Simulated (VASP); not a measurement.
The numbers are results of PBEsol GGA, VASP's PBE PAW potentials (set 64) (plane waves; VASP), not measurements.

The input files of a VASP run:

File POSCAR:
```
SiC
1
    3.0770015652     0.0000000000     0.0000000000
   -1.5385007826     2.6647612800     0.0000000000
   -0.0000000000     0.0000000000     5.0518812388
Si C
2 2
Direct
  0.3333330000   0.6666670000   0.9996388467
  0.6666670000   0.3333330000   0.4996388467
  0.3333330000   0.6666670000   0.3753611533
  0.6666670000   0.3333330000   0.8753611533
```

KPOINTS:
```
Automatic
0
gamma
8 8 4
0 0 0
```

### INCAR
```
IBRION  =  2   # conjugate gradients
SIGMA  =  0.05
NSW  =  60   # most ionic steps
ISMEAR  =  0   # Gaussian
PREC  =  Accurate
LWAVE  =  F
LCHARG  =  F
ALGO  =  Normal
EDIFF  =  1E-6   # SCF stop (eV)
NELM  =  100
LREAL  =  F
LASPH  =  T
EDIFFG  =  -0.02
ENCUT  =  530   # plane-wave cut-off (eV)
GGA  =  PS
ISIF  =  3   # ions, shape and volume
SYSTEM  =  SiC
```

POTCAR, in this order: Si C (PBE.64 set). Program: vasp_std.

Q: What will the output report for the number of irreducible k-points (NKPTS), largest plane-wave count, number of space-group operations, FFT grid (NGX, NGY, NGZ)?

A: 
The number of irreducible k-points (NKPTS) comes out as 30 and the largest plane-wave count is 1170. The number of space-group operations is 12. The FFT grid (NGX, NGY, NGZ) is 24 × 24 × 40.

The compound is SiC in the wurtzite structure, the rare 2H polytype. It was relaxed first. The start is the result of an earlier pass.
